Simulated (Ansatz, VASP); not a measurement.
# Mg2C in two plane-wave programs, part 2 of 2

Aim: how closely do two programs agree when they are given the same cell, functional and k mesh? The cell is generated by rule, not measured, and may not be a known phase. The cell is taken from a series of VASP runs on this material, whose earlier steps may have relaxed, scaled or displaced it; both programs get it as it stands.

VASP 6.6.1 and Ansatz 0.2.0.

So far: The starting structure; VASP: zone-centre phonons, PBE.

## Step 2: VASP: zone-centre phonons, PBE (continued)

Level of this step: PBE; plane waves and PAW (C, Mg); invented cell (VASP).

Numbers of over 12 decimals in the logs are rounded to 6 here.

OUTCAR, selected parts (step 2):

```text
ion  position               nearest neighbor table
   1  0.000  0.000  0.000-   3 2.25   3 2.25   3 2.25   2 2.25   3 2.25   2 2.25   2 2.25   2 2.25

  LATTYP: Found a face centered cubic cell.
 ALAT       =     5.1874400000

 Subroutine GETGRP returns: Found 48 space group operations
 (whereof 48 operations were pure point group operations)

The static configuration has the point symmetry O_h .

 Found    104 irreducible k-points:

   k-points           NKPTS =    104   k-points in BZ     NKDIM =    104   number of bands    NBANDS=     10

   dimension x,y,z NGX =    28 NGY =   28 NGZ =   28
   dimension x,y,z NGXF=    56 NGYF=   56 NGZF=   56

   ENCUT  =  520.0 eV  38.22 Ry    6.18 a.u.   6.82  6.82  6.82*2*pi/ulx,y,z

   NELECT =       8.0000    total number of electrons

 k-points in reciprocal lattice and weights: Automatic mesh
   0.00000000  0.00000000  0.00000000       0.000
   0.07142857  0.00000000  0.00000000       0.003
   0.14285714  0.00000000  0.00000000       0.003
   0.21428571  0.00000000  0.00000000       0.003
   0.28571429  0.00000000  0.00000000       0.003
   0.35714286  0.00000000  0.00000000       0.003
   0.42857143  0.00000000  0.00000000       0.003
   0.50000000  0.00000000  0.00000000       0.001
   0.07142857  0.07142857  0.00000000       0.002
[...]
-0.28571429  0.42857143  0.21428571       0.009
  -0.28571429  0.50000000  0.21428571       0.004

 average (electrostatic) potential at core
       1 -48.0439       2 -35.5200       3 -35.5200

  Total        4.1239832      4.1239832      4.1239832      0.0000000      0.0000000      0.0000000
  in kB      189.3338240    189.3338240    189.3338240      0.0000000      0.0000000      0.0000000
  external PRESSURE =     189.3338240 kB  Pullay stress =       0.0000000 kB

  energy-cutoff  :      520.00
  volume of cell :       34.90
      direct lattice vectors                 reciprocal lattice vectors
     0.000000000  2.593720000  2.593720000    -0.192773314  0.192773314  0.192773314
     2.593720000  0.000000000  2.593720000     0.192773314 -0.192773314  0.192773314
     2.593720000  2.593720000  0.000000000     0.192773314  0.192773314 -0.192773314

 POSITION                                       TOTAL-FORCE (eV/Angst)
 -----------------------------------------------------------------------------------
      0.00000      0.00000      0.00000         0.000000     -0.000000     -0.000000
      1.29686      1.29686      1.29686         0.000000      0.000000      0.000000
      3.89058      3.89058      3.89058        -0.000000     -0.000000     -0.000000
 -----------------------------------------------------------------------------------
    total drift:                               -0.000000     -0.000000      0.000000

 MACROSCOPIC STATIC DIELECTRIC TENSOR (including local field effects in DFT)
 ------------------------------------------------------
           7.827258    -0.000000     0.000000
          -0.000000     7.827258     0.000000
          -0.000000    -0.000000     7.827258
 ------------------------------------------------------

 PIEZOELECTRIC TENSOR (including local field effects)  for field in x, y, z        (C/m^2)
          XX          YY          ZZ          XY          YZ          ZX
  --------------------------------------------------------------------------------
  x     0.00000     0.00000     0.00000     0.00000     0.00000     0.00000
  y     0.00000     0.00000     0.00000     0.00000     0.00000     0.00000
  z     0.00000     0.00000     0.00000     0.00000     0.00000     0.00000

 BORN EFFECTIVE CHARGES (including local field effects) (in |e|, cummulative output)
 ---------------------------------------------------------------------------------
 ion    1
    1    -3.10492     0.00000    -0.00000
    2     0.00000    -3.10492    -0.00000
    3    -0.00000     0.00000    -3.10492
 ion    2
    1     1.55246    -0.00000     0.00000
    2     0.00000     1.55246     0.00000
    3     0.00000     0.00000     1.55246
 ion    3
    1     1.55246    -0.00000    -0.00000
    2     0.00000     1.55246     0.00000
    3     0.00000     0.00000     1.55246

 Eigenvectors and eigenvalues of the dynamical matrix
 ----------------------------------------------------

   1 f  =   15.595160 THz    97.987282 2PiTHz  520.198554 cm-1    64.496372 meV
             X         Y         Z           dx          dy          dz
      0.000000  0.000000  0.000000     0.445998    0.776518   -0.000512
      1.296860  1.296860  1.296860    -0.156750   -0.272915    0.000180
      3.890580  3.890580  3.890580    -0.156750   -0.272915    0.000180

   2 f  =   15.595160 THz    97.987282 2PiTHz  520.198554 cm-1    64.496372 meV
             X         Y         Z           dx          dy          dz
      0.000000  0.000000  0.000000     0.776518   -0.445998   -0.000042
      1.296860  1.296860  1.296860    -0.272915    0.156750    0.000015
      3.890580  3.890580  3.890580    -0.272915    0.156750    0.000015

   3 f  =   15.595160 THz    97.987282 2PiTHz  520.198554 cm-1    64.496372 meV
             X         Y         Z           dx          dy          dz
      0.000000  0.000000  0.000000     0.000292    0.000423    0.895485
      1.296860  1.296860  1.296860    -0.000103   -0.000149   -0.314727
      3.890580  3.890580  3.890580    -0.000103   -0.000149   -0.314727

   4 f  =   13.104375 THz    82.337217 2PiTHz  437.114900 cm-1    54.195316 meV
             X         Y         Z           dx          dy          dz
      0.000000  0.000000  0.000000    -0.000000   -0.000000   -0.000000
      1.296860  1.296860  1.296860    -0.480950    0.518350   -0.000005
      3.890580  3.890580  3.890580     0.480950   -0.518350    0.000005

   5 f  =   13.104375 THz    82.337217 2PiTHz  437.114900 cm-1    54.195316 meV
             X         Y         Z           dx          dy          dz
      0.000000  0.000000  0.000000     0.000000   -0.000000   -0.000000
      1.296860  1.296860  1.296860     0.000003   -0.000004   -0.707107
      3.890580  3.890580  3.890580    -0.000003    0.000004    0.707107

   6 f  =   13.104375 THz    82.337217 2PiTHz  437.114900 cm-1    54.195316 meV
             X         Y         Z           dx          dy          dz
      0.000000  0.000000  0.000000     0.000000    0.000000    0.000000
      1.296860  1.296860  1.296860     0.518350    0.480950   -0.000001
      3.890580  3.890580  3.890580    -0.518350   -0.480950    0.000001

   7 f/i=    0.000522 THz     0.003277 2PiTHz    0.017398 cm-1     0.002157 meV
             X         Y         Z           dx          dy          dz
      0.000000  0.000000  0.000000    -0.395932   -0.126327   -0.159328
      1.296860  1.296860  1.296860    -0.563268   -0.179718   -0.226666
      3.890580  3.890580  3.890580    -0.563268   -0.179718   -0.226666

   8 f/i=    0.000522 THz     0.003277 2PiTHz    0.017398 cm-1     0.002157 meV
             X         Y         Z           dx          dy          dz
      0.000000  0.000000  0.000000     0.162027    0.014696   -0.414291
      1.296860  1.296860  1.296860     0.230506    0.020908   -0.589387
      3.890580  3.890580  3.890580     0.230506    0.020908   -0.589387

   9 f/i=    0.000522 THz     0.003277 2PiTHz    0.017398 cm-1     0.002157 meV
             X         Y         Z           dx          dy          dz
      0.000000  0.000000  0.000000     0.122846   -0.426534    0.032914
      1.296860  1.296860  1.296860     0.174766   -0.606804    0.046824
      3.890580  3.890580  3.890580     0.174766   -0.606804    0.046824

 MACROSCOPIC STATIC DIELECTRIC TENSOR IONIC CONTRIBUTION
 ------------------------------------------------------
           5.215771     0.000000    -0.000000
           0.000000     5.215771    -0.000000
          -0.000000    -0.000000     5.215771
 ------------------------------------------------------

 ELASTIC MODULI CONTR FROM IONIC RELAXATION (kBar)
 Direction    XX          YY          ZZ          XY          YZ          ZX
 --------------------------------------------------------------------------------
 XX          -0.0000     -0.0000     -0.0000     -0.0000     -0.0000     -0.0000
 YY          -0.0000     -0.0000     -0.0000     -0.0000      0.0000      0.0000
 ZZ          -0.0000     -0.0000     -0.0000      0.0000      0.0000     -0.0000
 XY          -0.0000     -0.0000      0.0000    -13.4697     -0.0000      0.0000
 YZ          -0.0000      0.0000      0.0000     -0.0000    -13.4697     -0.0000
 ZX          -0.0000      0.0000     -0.0000      0.0000     -0.0000    -13.4697
 --------------------------------------------------------------------------------

 PIEZOELECTRIC TENSOR IONIC CONTR  for field in x, y, z        (C/m^2)
          XX          YY          ZZ          XY          YZ          ZX
  --------------------------------------------------------------------------------
  x     0.00000     0.00000     0.00000     0.00000    -0.00000    -0.00000
  y     0.00000    -0.00000     0.00000    -0.00000     0.00000     0.00000
  z     0.00000     0.00000     0.00000    -0.00000    -0.00000     0.00000
```

## Step 3: Ansatz: zone-centre phonons, PBE

Ansatz runs on its default PAW (the set named soft_2) files.

The same cell, functional and mesh now go to Ansatz, which takes its cutoff from its data sets.

File input.yaml:

```yaml
crystal:
  lattice:
    - [0.0, 2.59372, 2.59372]
    - [2.59372, 0.0, 2.59372]
    - [2.59372, 2.59372, 0.0]
  atoms:
    - { symbol: C, position: [0.0, 0.0, 0.0] }
    - { symbol: Mg, position: [0.25, 0.25, 0.25] }
    - { symbol: Mg, position: [0.75, 0.75, 0.75] }
hamiltonian:
  xc: pbe
  pseudopotentials: { kind: paw }
kpoints:
  mp_grid: { grid: [14, 14, 14] }
scf:
  occupations: { method: fixed }
phonons:
  method: dfpt
  qpoints: [[0, 0, 0]]
  dielectric: true
  rigid_motions: translations
```

Launch:

```bash
ansatz run input.yaml --threads 4 --pin off --max-ram 9216MiB --backend cpu --events-out ev --progress --plain --runs-dir out
```

What it wrote:

```text
Engine: ansatz 0.2.0, aarch64-unknown-linux-gnu
Pseudopotentials: kind: paw
Pseudopotential: C, paw, valence charge 4, recommended cutoff 420 eV (normal), C.paw.azcp
Pseudopotential: Mg, paw, valence charge 10, recommended cutoff 420 eV (normal), Mg.paw.azcp
Functional definition: PBE
  parameter kappa = 0.804
  parameter beta = 0.066725
  exchange = pbe_x(kappa = kappa, mu = beta*pi^2/3)
  correlation = pbe_c(beta = beta)
Crystal: 3 atoms, lattice volume = 34.898 Å³
Basis set: ecut = 420 eV, 701 PW (Γ), exchange–correlation on 50×50×50 points (8 copies of the dense FFT grid, shifted against one another)
Bands: 16, of which v1, the nominal top of the filled ones, is band 12 counted from 1 (11 counted from 0)
Symmetry: 48 space group operations
k-points: 428 of 2744 (irreducible under 4 space group operations, time reversal used)
Non-local potential: C, projectors of the file, l = 0: 2, l = 1: 2, l = 2: 1
Non-local potential: Mg, projectors of the file, l = 0: 3, l = 1: 2, l = 2: 1
PAW form: soft (Blöchl's): semilocal exchange-correlation on the pseudo side does not see the compensation charge
PAW one-centre angular grid: C, 110 points (default); XC on 64 Gauss nodes
PAW one-centre angular grid: Mg, 110 points (default); XC on 64 Gauss nodes
Initial density: superposition of atomic densities (neutral atoms: chi_scale 0, normalization atom), corrected by the library's trained network
Initial wavefunctions: pseudopotential atomic-orbital guess
Functional: x = pbe(κ = 0.804, μ = 0.219515), c = pbe(β = 0.066725)
SCF iter   1: F=—  HF=-4097.468527 eV  |F-HF|=—  |Δ(HF+E_count)|=         —  Δρ=1.69e-3  dr2=1.48e-3  ethr=1.77e-3  ⟨swp⟩=4.8  Hψ=30751  notcnv=0  defer=706
preconditioner: auto → none  [insulator: Δε(μ)=0.718 eV  Ē_g=10.374 eV  n_scr=14 (ndim 8)  ℏωp=17.8 eV  f_vac=0.000  ε∞_Penn≈3.9]
SCF iter   2: F=—  HF=-4097.467905 eV  |F-HF|=—  |Δ(HF+E_count)|=   6.22e-4  Δρ=9.66e-4  dr2=3.03e-4  ethr=6.17e-6  ⟨swp⟩=2.0  Hψ=15378  notcnv=0  defer=846
SCF iter   3: F=—  HF=-4097.467787 eV  |F-HF|=—  |Δ(HF+E_count)|=   1.18e-4  Δρ=3.40e-4  dr2=1.95e-5  ethr=1.26e-6  ⟨swp⟩=2.0  Hψ=9270  notcnv=0  defer=732
SCF iter   4: F=—  HF=-4097.467755 eV  |F-HF|=—  |Δ(HF+E_count)|=   3.19e-5  Δρ=1.66e-4  dr2=3.72e-6  ethr=8.12e-8  ⟨swp⟩=2.0  Hψ=12597  notcnv=0  defer=672
SCF iter   5: F=—  HF=-4097.467752 eV  |F-HF|=—  |Δ(HF+E_count)|=   3.52e-6  Δρ=6.11e-5  dr2=4.58e-7  ethr=1.55e-8  ⟨swp⟩=2.0  Hψ=10410  notcnv=0  defer=55
SCF iter   6: F=—  HF=-4097.467752 eV  |F-HF|=—  |Δ(HF+E_count)|=   2.46e-7  Δρ=1.86e-5  dr2=4.35e-8  ethr=1.91e-9  ⟨swp⟩=2.0  Hψ=11984  notcnv=0  defer=13
SCF iter   7: F=—  HF=-4097.467752 eV  |F-HF|=—  |Δ(HF+E_count)|=   5.06e-8  Δρ=5.78e-6  dr2=3.80e-9  ethr=1.81e-10  ⟨swp⟩=2.0  Hψ=10430  notcnv=0  defer=12
SCF iter   8: F=—  HF=-4097.467752 eV  |F-HF|=—  |Δ(HF+E_count)|=   5.00e-9  Δρ=1.13e-6  dr2=1.41e-10  ethr=1.58e-11  ⟨swp⟩=2.0  Hψ=11856  notcnv=0  defer=12
SCF iter   9: F=-4097.467752 eV  HF=-4097.467752 eV  |F-HF|=1.91e-11  |Δ(HF+E_count)|=  1.88e-10  Δρ=2.80e-7  dr2=8.78e-12  ethr=1.00e-12  ⟨swp⟩=6.4  Hψ=35216  notcnv=0
SCF 1 converged in 9 iterations: F = -4097.467752 eV  dr2 = 8.78e-12
  greatest PAW one-centre occupation: 1.000 electrons in one spin orbital (limit 2), on the Mg atom at site 2 (counted from 0), in its partial waves of l = 0
NSCF: frozen V_eff on 2 k-points
DFPT response loops at Γ: preconditioner auto → none (the input reference at scf.mixing.eps_inf says where Resta's filter doesn't serve); β = 0.50; Broyden in place of MSR1
── the response to a field inside a basis, on 14×14×14 k-points: an SCF that follows is theirs, and a resumed run solves both again ──
Bands: 13, of which v1, the nominal top of the filled ones, is band 12 counted from 1 (11 counted from 0)
k-points: 280 of 2744 (irreducible under 12 space group operations)
Initial density: handed on by an earlier stage of this run
Initial wavefunctions: pseudopotential atomic-orbital guess (no wavefunctions were taken with the density)
Eigensolver: Dense (280 Hₖ)
SCF iter   1: F=—  HF=-4097.467382 eV  |F-HF|=—  |Δ(HF+E_count)|=         —  Δρ=2.03e-4  dr2=2.46e-6  ethr=1.00e-1
preconditioner: auto → none  [insulator: Δε(μ)=0.834 eV  Ē_g=7.469 eV  n_scr=14 (ndim 8)  ℏωp=17.8 eV  f_vac=0.000  ε∞_Penn≈6.7]
SCF iter   2: F=—  HF=-4097.467385 eV  |F-HF|=—  |Δ(HF+E_count)|=   3.46e-6  Δρ=9.95e-5  dr2=6.64e-7  ethr=1.02e-8
SCF iter   3: F=—  HF=-4097.467387 eV  |F-HF|=—  |Δ(HF+E_count)|=   1.32e-6  Δρ=3.39e-5  dr2=3.58e-7  ethr=2.77e-9
SCF iter   4: F=-4097.467387 eV  HF=-4097.467387 eV  |F-HF|=1.45e-9  |Δ(HF+E_count)|=   3.27e-8  Δρ=3.77e-6  dr2=1.50e-9  ethr=1.49e-9
SCF 1 converged in 4 iterations: F = -4097.467387 eV  dr2 = 1.50e-9
DFPT response loops at Γ: mixed as the last ones told, above
SCF converged after 9 iterations
Free energy (F): -4097.467752 eV
Harris-Foulkes:  -4097.467752 eV  (|F-HF|=1.91e-11)
Internal energy: -4097.467752 eV  (E = F + TS)
E sigma→0 (E₀):  -4097.467752 eV
Fermi energy:    9.102628 eV
--- Per-component energies (eV) ---
  E_band       = -602.169888
  E_kinetic    = 244.955992
  E_local      = -2959.234291  (includes V_loc(G=0)·N_el)
  E_nonlocal   = 217.099119
  E_hartree    = 1044.988782
  E_xc         = -109.441118
  E_vxc        = -138.982351  (∫ρ·V_xc dr)
  E_paw        = -680.742756  (= ΣΔE_a)
  E_vpaw       = -55.986098  (= ΣTr[D̂ρ^β])
  E_aug_tail   = 0.000009  (compensation charges beyond the density's cutoff)
  E_ewald      = -1855.093488
  E_smearing   = -0.000000  (= −TS)
  E_closure    = -0.000000  (closes the sum)
  Σ components = -4097.467752   (vs F -4097.467752, Δ=0.00e0)
--- Band table (eV; the first three rows and the last of 428) ---
  k-point 0: bands = [... 8 lower, -2.1276, 9.0954, 9.0954, 9.0954, 11.4757, 16.5859, 16.5859, 16.5859]
  k-point 1: bands = [... 8 lower, -2.0645, 8.6531, 9.0722, 9.0722, 11.8318, 16.5460, 16.6614, 16.6614]
  k-point 2: bands = [... 8 lower, -1.8792, 7.7456, 9.0088, 9.0088, 12.4629, 16.4451, 16.7418, 16.7418]
  k-point 427: bands = [... 8 lower, 0.2924, 5.6059, 6.0256, 6.8357, 12.5161, 15.9175, 17.1286, 17.3232]
--- Phonons (Γ-DFPT): 2 representative perturbations + reference, on 428 of 2744 k-points (Σ response iterations 6) ---
  k mesh reduced under 4 symmetry operations, with k and −k counted as one. Each operation leaves every solved perturbation unchanged. A smaller set is not considered because the run solves the response to a homogeneous field
  ASR residual: 2.480e-4 → 0.000e0 eV/Å²; symmetrization residual: 6.383e-7 eV/Å²
  ASR residual per site (eV/Å²): 7.83e-5 2.48e-4 2.48e-4
  Γ frequencies (cm⁻¹): 0.00 0.00 0.00 434.80 434.80 434.80 516.78 516.78 516.78
  ε∞ (high-frequency dielectric tensor):
        7.904375     0.000000    -0.000000
        0.000000     7.904375    -0.000000
       -0.000000    -0.000000     7.904375
  ε⁰ (static dielectric tensor: ions relaxed, cell fixed):
       13.232212    -0.000000     0.000000
       -0.000000    13.232212    -0.000000
        0.000000    -0.000000    13.232212
  ε⁰ − ε∞ (ionic part):
        5.327837    -0.000000     0.000000
       -0.000000     5.327837    -0.000000
        0.000000    -0.000000     5.327837
  softest optical mode at Γ: 434.80 cm⁻¹; the repairs (sum rule, projections) moved no ω² at Γ by more than (1.70 cm⁻¹)²
  Born effective charges Z* (e; rows j = field, columns β = displacement):
    site 0:
        -3.11751    0.00000    0.00000
        -0.00000   -3.11751   -0.00000
         0.00000    0.00000   -3.11751
    site 1:
         1.55876   -0.00000   -0.00000
         0.00000    1.55876    0.00000
        -0.00000   -0.00000    1.55876
    site 2:
         1.55876   -0.00000   -0.00000
         0.00000    1.55876    0.00000
        -0.00000   -0.00000    1.55876
  Z* charge neutrality: 1.076e-3 e pre-enforcement
  solved inside a basis spanned on kpoints, on 14×14×14 k-points, its susceptibility summed on 18×18×18: ε∞ is read to err by 2.2e-2, Z* by 1.1e-2 e (field_mesh: kpoints solves on kpoints); Z* is corrected for what the basis lacks
  optical modes at Γ without the LO–TO term, one row a degenerate level:
      ω (cm⁻¹)  modes    IR ((D/Å)²/amu)
        434.80      3             0.0000
        516.78      3            69.8422
  optical modes at Γ + LO–TO along q̂ = [1.0000, 0.0000, 0.0000]:
      ω (cm⁻¹)  modes    IR ((D/Å)²/amu)
        434.80      3             0.0000
        516.78      2            46.5614
        668.63      1            23.2807
  optical modes at Γ + LO–TO along q̂ = [0.0000, 1.0000, 0.0000]:
      ω (cm⁻¹)  modes    IR ((D/Å)²/amu)
        434.80      3             0.0000
        516.78      2            46.5614
        668.63      1            23.2807
  optical modes at Γ + LO–TO along q̂ = [0.0000, 0.0000, 1.0000]:
      ω (cm⁻¹)  modes    IR ((D/Å)²/amu)
        434.80      3             0.0000
        516.78      2            46.5614
        668.63      1            23.2807
--- Phonons (arbitrary-q DFPT): 1 explicit q-point ---
  q = [0, 0, 0] (of the zone-centre solve; hermiticity 8.73e-8, symmetrization 1.54e-8): 0.00 0.00 0.00 434.80 434.80 434.80 516.78 516.78 516.78
  sum rule: each row above includes the acoustic sum rule's correction from the zone centre's row sums; it moved no ω² by more than (1.67 cm⁻¹)²
```

Elapsed: 87 s, on 4 threads of Arm Neoverse N1, shared host; peak memory 1.1 GiB; 5.6 min of CPU time.

The column dr2 measures how far the density is from self-consistency, as an energy; F and HF (Harris–Foulkes) agree once it is small.

## Step 4: Comparison

Known differences besides the potentials themselves: the data sets hold 24 valence electrons in Ansatz (default PAW (the set named soft_2) files) and 8 in VASP; the cutoff is 420 eV in Ansatz and 520 eV in VASP; VASP leaves aspherical gradient terms in its spheres out (LASPH is not set), Ansatz keeps them. Total energies have different zeros and are not compared.

The two programs side by side:

```tsv
quantity	Ansatz	VASP	difference
ε∞ xx	7.90	7.83	+0.99 %
ε∞ yy	7.90	7.83	+0.99 %
ε∞ zz	7.90	7.83	+0.99 %
Born charge of C1 (mean of the diagonal) (e)	-3.12	-3.10	-0.01
Born charge of Mg2 (mean of the diagonal) (e)	1.56	1.55	+0.01
optical mode 1 to 3 (cm⁻¹)	434.8	437.1	-0.53 %
optical mode 4 to 6 (cm⁻¹)	516.8	520.2	-0.66 %
```

Modes are paired by rising frequency and degeneracy, not by their patterns, so a pair may still set unlike modes beside each other.

## Step 5: What came out

```yaml
r_m_s_difference_of_the_optical_zone_centre_modes_each_program_s_sorted_by_frequency_zone_centre_phonons_pbe: 2.9 cm⁻¹
difference_in_eps_infinity_xx_zone_centre_phonons_pbe: +1.0 %
```

**Reading.** The r.m.s. difference of the optical zone-centre modes, each program's sorted by frequency is 2.9 cm⁻¹ (zone-centre phonons, PBE). Among the rows given in per cent, the largest difference of the zone-centre phonons, PBE pair is in ε∞ xx, +1.0 %; the dielectric tensor converges slowly with the mesh, which Ansatz refines and VASP takes as typed. How closely two codes agree says nothing of how well the functional describes the real material.

[Lines on the potential files, build, host, timing and source positions are cut from VASP's logs without a mark.]

[Logs are printed without paths, hosts, clocks, repeated set-up lines and the standing remarks that a program may print on its own settings, such as how far it seeks lower states.]

[Hosts, paths, dates, database ids (printed as entryN), source tags and the programs' standing remarks are cut or masked in the printed files.]
